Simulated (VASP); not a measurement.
An input for Quantum ESPRESSO's pw.x (written as the equivalent of a VASP run, and not itself run):

```
&CONTROL
  calculation = 'scf'
  pseudo_dir = './pseudo'
  outdir = './out'
  tprnfor = .true.
  tstress = .true.
/
&SYSTEM
  ibrav = 0
  nat = 3
  ntyp = 2
  ecutwfc = 84
  occupations = 'smearing'
  smearing = 'methfessel-paxton'
  degauss = 0.00735
  input_dft = 'pbe'
/
&ELECTRONS
  conv_thr = 7.3e-08
  electron_maxstep = 100
/
ATOMIC_SPECIES
  Ti 47.867 Ti.upf
  S 32.060 S.upf
CELL_PARAMETERS angstrom
     1.7120440   -2.9543490    0.0000000
     1.7120440    2.9543490    0.0000000
     0.0000000    0.0000000    5.7370410
ATOMIC_POSITIONS crystal
  Ti   0.0000000  0.0000000  0.0000000
  S    0.3333330  0.6666670  0.2500000
  S    0.6779030  0.3445690  0.7500000
K_POINTS automatic
  9 9 5 0 0 0
HUBBARD {ortho-atomic}
U Ti-3d 2
```

### Question
Write the VASP files for the same calculation (PBE+U).

### Answer
One answer among several that fit: 
INCAR:
```
SYSTEM = TiS2
PREC = Accurate; ENCUT = 400; LREAL = .False.
LASPH = .True.
EDIFF = 1E-6; NELM = 100; ALGO = Normal
LMAXMIX = 4
ISMEAR = 1; SIGMA = 0.1
GGA = PE
LDAUL = 2 -1
LDAUU = 2.0 0
LDAUJ = 0 0
LDAU = .True.; LDAUTYPE = 2; LDAUPRINT = 1
ISIF = 2
LWAVE = .False.; LCHARG = .False.; LORBIT = 10
```

File POSCAR:
```
TiS2
1
    1.7120440000    -2.9543490000     0.0000000000
    1.7120440000     2.9543490000     0.0000000000
    0.0000000000     0.0000000000     5.7370410000
Ti S
1 2
Direct
  0.0000000000   0.0000000000   0.0000000000
  0.3333330000   0.6666670000   0.2500000000
  0.6779030000   0.3445690000   0.7500000000
```

KPOINTS:
```
Automatic mesh
0
Gamma
9 9 5
0 0 0
```

POTCAR, in this order: Ti_sv S (PBE.64 set). Program: vasp_std.

The two are equivalent in intent, not identical: the potentials are each code's own (VASP's PAW set, PseudoDojo norm-conserving files in pw.x), so ENCUT and ecutwfc are chosen apart and not converted; conv_thr bounds pw.x's estimated SCF error, while EDIFF bounds the energy change between steps; the +U projectors differ (PAW spheres against orthogonalised atomic orbitals), so the same U acts differently.

The compound is TiS2 in the 1T layered structure. The cell was not relaxed at this level, atoms are displaced from their ideal sites. The run is one of a series of settings (LDAU = .TRUE., LDAUJ = 0 0, LDAUL = 2 -1, LDAUTYPE = 2, LDAUU = 2.0 0 against the base run), some of them coarse on purpose.
